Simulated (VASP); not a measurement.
Output of a VASP run:

### OSZICAR
```
       N       E                     dE             d eps       ncg     rms          rms(c)
DAV:   1     0.420456536141E+02    0.42046E+02   -0.57253E+03  2392   0.107E+03
DAV:   2    -0.308082752511E+01   -0.45126E+02   -0.42273E+02  2225   0.195E+02
DAV:   3    -0.345083734270E+01   -0.37001E+00   -0.36920E+00  2597   0.186E+01
DAV:   4    -0.345201965778E+01   -0.11823E-02   -0.11822E-02  2420   0.107E+00
DAV:   5    -0.345202840544E+01   -0.87477E-05   -0.87480E-05  2553   0.915E-02    0.670E+00
DAV:   6    -0.320901515326E+01    0.24301E+00   -0.89370E-01  2214   0.900E+00    0.454E+00
DAV:   7    -0.319692223913E+01    0.12093E-01   -0.48824E-02  2325   0.209E+00    0.246E+00
DAV:   8    -0.319541643019E+01    0.15058E-02   -0.83968E-04  2245   0.309E-01    0.187E-01
DAV:   9    -0.319540899761E+01    0.74326E-05   -0.57456E-06  2467   0.246E-02    0.191E-02
DAV:  10    -0.319541635336E+01   -0.73558E-05   -0.41011E-06  2344   0.267E-02    0.529E-03
DAV:  11    -0.319541618975E+01    0.16362E-06   -0.58427E-08  1871   0.229E-03    0.339E-04
DAV:  12    -0.319541613946E+01    0.50286E-07   -0.47127E-09  1110   0.783E-04
   1 F= -.31954161E+01 E0= -.31953025E+01  d E =-.340900E-03
```

OUTCAR:
```
------------------------ aborting loop because EDIFF is reached ----------------------------------------
  FORCE on cell =-STRESS in cart. coord.  units (eV):
  Direction    XX          YY          ZZ          XY          YZ          ZX
  --------------------------------------------------------------------------------------
  Total       -0.8202264     -0.8202264     -0.8202264      0.0000000      0.0000000     -0.0000000
  in kB      -69.1579375    -69.1579375    -69.1579375      0.0000000      0.0000000     -0.0000000
  external PRESSURE =     -69.1579375 kB  Pullay stress =       0.0000000 kB
  volume of cell :       19.00
      direct lattice vectors                 reciprocal lattice vectors
     0.000000000  2.117990973  2.117990973    -0.236072772  0.236072772  0.236072772
     2.117990973  0.000000000  2.117990973     0.236072772 -0.236072772  0.236072772
     2.117990973  2.117990973  0.000000000     0.236072772  0.236072772 -0.236072772
 POSITION                                       TOTAL-FORCE (eV/Angst)
 -----------------------------------------------------------------------------------
      0.00000      0.00000      0.00000         0.000000      0.000000      0.000000
 -----------------------------------------------------------------------------------
    total drift:                               -0.000000     -0.000000     -0.000000
  FREE ENERGIE OF THE ION-ELECTRON SYSTEM (eV)
  ---------------------------------------------------
  free  energy   TOTEN  =        -3.1954161395 eV

  energy  without entropy=       -3.1950752391  energy(sigma->0) =       -3.19530251
```
(Selected blocks of OUTCAR.)

**POSCAR**
```
Au
1
    0.0000000000     2.1179909726     2.1179909726
    2.1179909726     0.0000000000     2.1179909726
    2.1179909726     2.1179909726     0.0000000000
Au
1
Direct
  0.0000000000   0.0000000000   0.0000000000
```

Task: Write an INCAR and KPOINTS that could have produced this output.

Result: One answer among several that fit: the input of the run itself, PBE GGA, plane waves, VASP's PBE PAW potentials (set 64).

KPOINTS:
```
K-points
0
gamma
  15 15 15
```

**INCAR**
```
SYSTEM=Au
PREC=Accurate; ENCUT=520; LREAL=.FALSE.
LASPH=.TRUE.
EDIFF=1E-7; NELM=100; ALGO=Normal
LMAXMIX=6
ISMEAR=1; SIGMA=0.1
GGA=PE
ISIF=2
LWAVE=.FALSE.; LCHARG=.FALSE.
```

POTCAR, in this order: Au (PBE.64 set). Program: vasp_std.

The compound is Au in the fcc structure. This cell is one point of a volume scan, at 1.06 of the reference volume.
